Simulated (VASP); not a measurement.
```
Ho
1.0
    1.78822    -3.09728     0.00000
    1.78822     3.09728     0.00000
    0.00000     0.00000     5.51005
Ho
2
Cartesian
  1.78822   1.03243   1.37751
  1.78822  -1.03243   4.13254
```

Method: TPSS meta-GGA, VASP's PBE PAW potentials (set 64) (plane waves; VASP 6.6.1). Run with 520 eV cut-off, 13×13×8 Γ-centred mesh, tetrahedra with Blöchl corrections, potentials Ho_3.

The 4f electrons are frozen in the core of the lanthanide potential, so 4f levels, which can set the real gap, and their magnetism are missing.

Task: Estimate the energy per atom (σ→0), band gap (over mesh and band path) with the smallest direct gap where there is one.

Result: 
```
Property                                                               Value
----------------------------------  ----------------------------------------
band gap (over mesh and band path)  none (metal, semimetal or under 0.01 eV)
energy per atom (σ→0)                                         -7.842 eV/atom
```

The absolute energy has meaning only against runs of the same code, potentials and settings.

The compound is Ho in the hcp structure. It was relaxed first.
